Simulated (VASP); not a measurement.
These are MS2 meta-GGA, VASP's PBE PAW potentials (set 64) (plane waves; VASP 6.6.1) values and carry that method's errors.

VASP input:

**INCAR**
```
METAGGA  =  MS2
LASPH  =  .True.
ALGO  =  Normal   # blocked Davidson
SIGMA  =  0.1   # width (eV)
NSW  =  60   # most ionic steps
ISIF  =  3   # ions, shape and volume
PREC  =  Accurate
EDIFFG  =  -0.01
LREAL  =  .False.   # projection in real space or not
LCHARG  =  .False.
LMAXMIX  =  4   # l cut-off of mixed one-centre charges
ISMEAR  =  1   # Methfessel-Paxton
LMIXTAU  =  .True.
NELM  =  100
IBRION  =  2
EDIFF  =  1E-6
ENCUT  =  520   # plane-wave cut-off (eV)
LWAVE  =  .False.
SYSTEM  =  Cd
```

**KPOINTS**
```
Automatic mesh
0
Gamma
13 13 6
0 0 0
```

File POSCAR:
```
Cd
1
    1.4865529227    -2.5747854848     0.0000000000
    1.4865529227     2.5747854848     0.0000000000
    0.0000000000    -0.0000000000     5.4892192843
Cd
2
Direct
  0.3333330000   0.6666670000   0.2500000000
  0.6666670000   0.3333330000   0.7500000000
```

POTCAR, in this order: Cd (PBE.64 set). Program: vasp_std.

What VASP printed:

File OSZICAR:
```
       N       E                     dE             d eps       ncg     rms          rms(c)
DAV:   1     0.150786474151E+03    0.15079E+03   -0.12130E+04  2688   0.140E+03
DAV:   2    -0.181516598455E+02   -0.16894E+03   -0.16330E+03  2688   0.354E+02
DAV:   3    -0.217403802969E+02   -0.35887E+01   -0.35820E+01  3456   0.620E+01
DAV:   4    -0.217456016422E+02   -0.52213E-02   -0.52212E-02  3056   0.218E+00
DAV:   5    -0.217456106188E+02   -0.89767E-05   -0.89764E-05  3520   0.860E-02    0.185E+01
DAV:   6    -0.171807467663E+01    0.20028E+02   -0.57091E+01  2688   0.119E+02    0.939E+00
DAV:   7     0.381511216544E+01    0.55332E+01   -0.30439E+00  2736   0.177E+01    0.711E+00
DAV:   8    -0.238876090415E+01   -0.62039E+01   -0.16194E+01  2752   0.436E+01    0.913E+00
DAV:   9     0.457179119100E+01    0.69606E+01   -0.82200E+00  2696   0.310E+01    0.205E+00
DAV:  10     0.462394670420E+01    0.52156E-01   -0.99640E-02  3048   0.359E+00    0.257E+00
DAV:  11     0.429243036181E+01   -0.33152E+00   -0.23287E-01  2712   0.586E+00    0.393E+00
DAV:  12     0.424521088840E+01   -0.47219E-01   -0.11559E-01  2808   0.402E+00    0.320E+00
DAV:  13     0.424467083205E+01   -0.54006E-03   -0.49877E-03  3016   0.831E-01    0.285E+00
DAV:  14     0.424923850452E+01    0.45677E-02   -0.13116E-03  3064   0.481E-01    0.248E+00
DAV:  15     0.424784782367E+01   -0.13907E-02   -0.35010E-03  2728   0.753E-01    0.190E+00
DAV:  16     0.424884618819E+01    0.99836E-03   -0.30067E-04  2856   0.233E-01    0.164E+00
DAV:  17     0.424909226055E+01    0.24607E-03   -0.80430E-04  2800   0.370E-01    0.111E+00
DAV:  18     0.424930243066E+01    0.21017E-03   -0.34769E-04  2816   0.251E-01    0.486E-01
DAV:  19     0.424926968627E+01   -0.32744E-04   -0.39046E-04  2800   0.259E-01    0.131E-01
DAV:  20     0.424926891061E+01   -0.77566E-06   -0.21834E-05  2984   0.600E-02    0.334E-02
DAV:  21     0.424924115498E+01   -0.27756E-04   -0.33679E-05  2776   0.760E-02    0.195E-02
DAV:  22     0.424925668069E+01    0.15526E-04   -0.39604E-06  2176   0.240E-02    0.131E-02
DAV:  23     0.424924969856E+01   -0.69821E-05   -0.13671E-06  1632   0.138E-02    0.478E-03
DAV:  24     0.424925540170E+01    0.57031E-05   -0.26017E-07  1424   0.560E-03    0.285E-03
DAV:  25     0.424925424582E+01   -0.11559E-05   -0.10910E-07  1392   0.383E-03    0.313E-03
DAV:  26     0.424925627729E+01    0.20315E-05   -0.14834E-08  1392   0.135E-03    0.161E-03
DAV:  27     0.424925623477E+01   -0.42514E-07   -0.19761E-08  1392   0.177E-03
   1 F= 0.42492562E+01 E0= 0.42493079E+01  d E =0.424926E+01
```

**OUTCAR**
```
------------------------ aborting loop because EDIFF is reached ----------------------------------------
  FORCE on cell =-STRESS in cart. coord.  units (eV):
  Direction    XX          YY          ZZ          XY          YZ          ZX
  --------------------------------------------------------------------------------------
  Total       -0.0089594     -0.0089594     -0.0027258      0.0000000     -0.0000000      0.0000000
  in kB       -0.3416072     -0.3416073     -0.1039287      0.0000000     -0.0000000      0.0000000
  external PRESSURE =      -0.2623811 kB  Pullay stress =       0.0000000 kB
  volume of cell :       42.02
      direct lattice vectors                 reciprocal lattice vectors
     1.486552923 -2.574785485  0.000000000     0.336348604 -0.194190935  0.000000000
     1.486552923  2.574785485  0.000000000     0.336348604  0.194190935  0.000000000
     0.000000000  0.000000000  5.489219284     0.000000000  0.000000000  0.182175269
 POSITION                                       TOTAL-FORCE (eV/Angst)
 -----------------------------------------------------------------------------------
      1.48655      0.85826      1.37230         0.000000     -0.000000      0.000000
      1.48655     -0.85826      4.11691        -0.000000      0.000000      0.000000
 -----------------------------------------------------------------------------------
    total drift:                                0.000000      0.000189      0.000002
  FREE ENERGIE OF THE ION-ELECTRON SYSTEM (eV)
  ---------------------------------------------------
  free  energy   TOTEN  =         4.2492562348 eV

  energy  without entropy=        4.2494111175  energy(sigma->0) =        4.24930786

 reached required accuracy - stopping structural energy minimisation
```
(Selected blocks of OUTCAR.)

The compound is Cd in the hcp structure. It was relaxed first. The start is the result of an earlier pass.
